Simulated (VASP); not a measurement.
# ZnS (Sphalerite): what each functional gives, and what it costs, part 3 of 3

Which functional reproduces the measured band gap of ZnS (Sphalerite), and what does it cost? LASPH is on for some levels and off for others; the table marks which. The start is a cell from a database of measured crystal structures.

VASP 6.6.1, plane waves and PAW; the level of theory is named at each step.

Still holding for the runs below: The k-mesh is coarse for unscreened exact exchange, which converges slowly with it.

So far, least gap on mesh and path (eV): step 2 (bands, level LDA) 1.86; step 9 (bands, level HSE06) 3.33; step 10 (bands, level HSE03) 3.11; step 11 (bands, level PBE0) 4.00; step 13 (bands, level PBE-EpsX, ε∞ used 5.9) 3.38.

## (14) Bands with r2SCAN-EpsX, ε∞ used 5.9

This step: r2SCAN-EpsX, exact-exchange share 1/5.9; plane waves and PAW (Zn, S) (VASP 6.6.1).

Here the share of exact exchange is set to the inverse of the computed dielectric constant, since screening weakens exchange.

The input, INCAR:

```
SYSTEM = ZnS
PREC = Accurate
ENCUT = 400
EDIFF = 1E-06
NELM = 100
ISMEAR = 0
SIGMA = 0.02
LREAL = .FALSE.
ALGO = Normal
LHFCALC = .TRUE.
AEXX = 0.17
METAGGA = R2SCAN
LASPH = .TRUE.
NBANDS = 15
PRECFOCK = Fast
HFRCUT = -1
LORBIT = 11
LWAVE = .FALSE.
LCHARG = .FALSE.
KPAR = 4
```

The input, POSCAR:

```
ZnS
1.0
    0.0000000000      2.7046500000      2.7046500000
    2.7046500000      0.0000000000      2.7046500000
    2.7046500000      2.7046500000      0.0000000000
Zn S
1 1
Direct
    0.0000000000      0.0000000000      0.0000000000
    0.2500000000      0.2500000000      0.2500000000
```

The input, KPOINTS:

```
Automatic mesh
0
Gamma
5 5 5
0 0 0
```

The input, KPOINTS_OPT:

```
Line mode
6
Line-mode
Reciprocal
  0.00000000   0.00000000   0.00000000 GAMMA
  0.50000000   0.00000000   0.50000000 X

  0.50000000   0.00000000   0.50000000 X
  0.50000000   0.25000000   0.75000000 W

  0.50000000   0.25000000   0.75000000 W
  0.37500000   0.37500000   0.75000000 K

  0.37500000   0.37500000   0.75000000 K
  0.00000000   0.00000000   0.00000000 GAMMA

  0.00000000   0.00000000   0.00000000 GAMMA
  0.50000000   0.50000000   0.50000000 L

  0.50000000   0.50000000   0.50000000 L
  0.62500000   0.25000000   0.62500000 U

  0.62500000   0.25000000   0.62500000 U
  0.50000000   0.25000000   0.75000000 W

  0.50000000   0.25000000   0.75000000 W
  0.50000000   0.50000000   0.50000000 L

  0.50000000   0.50000000   0.50000000 L
  0.37500000   0.37500000   0.75000000 K

  0.62500000   0.25000000   0.62500000 U
  0.50000000   0.00000000   0.50000000 X
```

The projector-augmented-wave data sets are Zn and S (PBE family, release 64).

Command:

```sh
$ mpirun -np 4 vasp_std
```

Wall time 10 min (4 MPI ranks of Intel Xeon Platinum 8488C (Sapphire Rapids), shared host); peak memory 0.68 GiB.

Electronic bands along the path, in eV, zero at the valence-band top; v1 is the highest filled band, c1 the lowest empty one:

```csv
point,v4,v3,v2,v1,c1,c2,c3,c4
Γ,-7.04,0.00,0.00,0.00,3.80,8.16,8.16,8.16
0.40 of the way,-7.02,-2.06,-0.94,-0.94,5.89,6.63,9.74,9.74
X,-6.79,-4.93,-2.35,-2.35,4.78,5.67,13.12,14.28
0.40 of the way,-6.73,-4.90,-2.56,-2.54,5.39,6.25,12.08,12.54
W,-6.62,-4.81,-2.97,-2.88,7.18,7.98,9.74,9.89
0.40 of the way,-6.64,-4.83,-3.19,-2.45,6.59,7.79,10.12,10.62
K,-6.67,-4.87,-3.34,-1.92,5.63,7.71,11.25,11.77
0.40 of the way,-6.99,-3.92,-2.34,-0.77,6.59,8.40,8.64,9.50
Γ,-7.04,0.00,0.00,0.00,3.80,8.16,8.16,8.16
0.40 of the way,-7.04,-2.25,-0.35,-0.35,5.09,8.28,8.70,8.70
L,-6.82,-5.60,-0.91,-0.91,5.00,8.63,8.63,10.65
0.40 of the way,-6.78,-5.38,-1.88,-1.18,5.92,7.91,9.35,10.70
U,-6.67,-4.87,-3.34,-1.92,5.63,7.71,11.25,11.77
0.40 of the way,-6.65,-4.85,-3.27,-2.19,6.11,7.74,10.59,11.10
W,-6.62,-4.81,-2.97,-2.88,7.18,7.98,9.74,9.89
0.40 of the way,-6.71,-5.03,-2.83,-1.80,6.93,7.49,9.59,11.21
L,-6.82,-5.60,-0.91,-0.91,5.00,8.63,8.63,10.65
0.40 of the way,-6.78,-5.38,-1.88,-1.18,5.92,7.91,9.35,10.70
K,-6.67,-4.87,-3.34,-1.92,5.63,7.71,11.25,11.77
jump to U,-6.67,-4.87,-3.34,-1.92,5.63,7.71,11.25,11.77
0.40 of the way,-6.72,-4.90,-2.89,-2.19,5.23,6.47,12.13,12.90
X,-6.79,-4.93,-2.35,-2.35,4.78,5.67,13.12,14.28
```

Of the projections kept (Zn, S), the largest for each band there; the rest of the weight can lie on other orbitals:

```csv
point,v4,v3,v2,v1,c1,c2,c3,c4
Γ,Zn 1.00,S 0.77,S 0.77,S 0.77,Zn 0.50,Zn 0.98,Zn 0.98,Zn 0.98
X,Zn 0.97,Zn 0.61,S 0.74,S 0.74,Zn 0.79,Zn 0.84,S 0.77,Zn 0.59
W,Zn 0.96,Zn 0.52,S 0.64,S 0.73,S 0.58,Zn 0.57,Zn 0.76,Zn 0.76
K,Zn 0.97,Zn 0.52,S 0.66,S 0.73,Zn 0.80,Zn 0.53,S 0.60,Zn 0.64
Γ,Zn 1.00,S 0.77,S 0.77,S 0.77,Zn 0.50,Zn 0.98,Zn 0.98,Zn 0.98
L,Zn 0.98,S 0.57,S 0.75,S 0.75,Zn 0.71,Zn 0.92,Zn 0.92,S 0.78
```

The gap is 3.80 eV, direct at Γ. Against LDA that is +1.94 eV; this run took 19 times the core time, on fewer points of the path. The direct gap lies -0.05 eV from the measured 3.85 eV.

## (15) The ladder as a table

This step: ladder of functionals on one cell; plane waves and PAW (VASP 6.6.1).

This step runs nothing: it gathers the runs above.

A gap of 0 means none; cost is the wall time of each run, as given at its step, times its ranks, without the set-up around it; LASPH differs between rows, which moves results and costs too. Results by level, by row:

```csv
level,gap (eV),least direct gap (eV),pressure (GPa),cost (core minutes),LASPH
LDA,1.864,1.864,-4.57,2.07,off
PBE,2.096,2.096,1.42,1.8,off
r2SCAN,2.657,2.657,-1.07,6.73,on
TB-mBJ,3.689,3.689,-,5.47,on
AM05,2.083,2.083,-1.56,2.07,off
SCAN,2.6,2.6,-1.88,6.54,on
HSE06,3.334,3.334,-,34.2,on
HSE03,3.109,3.109,-,34.9,on
PBE0,3.998,3.998,-,34.6,on
PBE-EpsX,3.38,3.38,-,34.1,on
r2SCAN-EpsX,3.8,3.8,-,39.9,on
```

## (16) Outcome

| Quantity | Value |
| --- | --- |
| gap, LDA | 1.86 eV |
| gap, PBE | 2.10 eV |
| gap, r2SCAN | 2.66 eV |
| gap, TB-mBJ | 3.69 eV |
| gap, AM05 | 2.08 eV |
| gap, SCAN | 2.60 eV |
| gap, HSE06 | 3.33 eV |
| gap, HSE03 | 3.11 eV |
| gap, PBE0 | 4.00 eV |
| gap, PBE-EpsX | 3.38 eV |
| gap, r2SCAN-EpsX | 3.80 eV |

**Reading.** For ZnS (Sphalerite) the functional decides between a gap of 1.86 eV (LDA) and 4.00 eV (PBE0), while across these levels the cost spans a factor of 22. The cheapest level whose direct gap lies within 0.27 eV of experiment (a bound picked here) is TB-mBJ, at 5.5 core minutes. In most such crystals zero-point and thermal motion narrow the gap, so the static value to match lies above the measured one, and levels a little over it fare better than the table shows. HSE06 moves the gap by +1.24 eV from PBE, at about 19 times the core time, though on fewer points of the path. On r2SCAN the gap grows with the share of exact exchange: 2.66 eV at none, 3.80 eV at 0.17. PBE0 and HSE06 hold the same share of exact exchange; keeping its long-range part moves the gap by +0.66 eV, a figure that converges slowly with the mesh. TB-mBJ lands +0.35 eV from HSE06 at 16 % of its cost. All levels use one geometry and one mesh, kept coarse to afford the hybrids, so no gap here is fully converged. Costs come from a shared host, and the hybrids use PRECFOCK = Fast. These are single-particle gaps of a static lattice, without excitons or temperature. LASPH is on for some levels and off for others, so differences between them are not the functional's alone.

Calculation against experiment:

| quantity | measured | LDA | PBE | r2SCAN | TB-mBJ | HSE06 | PBE0 | r2SCAN-EpsX |
| --- | --- | --- | --- | --- | --- | --- | --- | --- |
| band gap (direct gap) (eV) | 3.85 | 1.86 (-1.99 eV) | 2.10 (-1.75 eV) | 2.66 (-1.19 eV) | 3.69 (-0.16 eV) | 3.33 (-0.52 eV) | 4.00 (+0.15 eV) | 3.80 (-0.05 eV) |

Measured values from arxiv:0911.5022 (2009).

Verdict: For the band gap, of the levels listed nearest comes r2SCAN-EpsX (-0.05 eV, good agreement) and farthest LDA (-1.99 eV, a clear miss). Zero-point and thermal motion shift the measured gap. No cell relaxation is part of this session.

[Lines on the potential files, build, host, timing and source positions are cut from VASP's logs without a mark.]

[Logs are printed without paths, hosts, clocks, repeated set-up lines and the standing remarks that a program may print on its own settings, such as how far it seeks lower states.]

[Hosts, paths, dates, database ids (printed as entryN), source tags and the programs' standing remarks are cut or masked in the printed files.]

[A measured line is paired with the nearest computed mode of its activity, which favours agreement.]
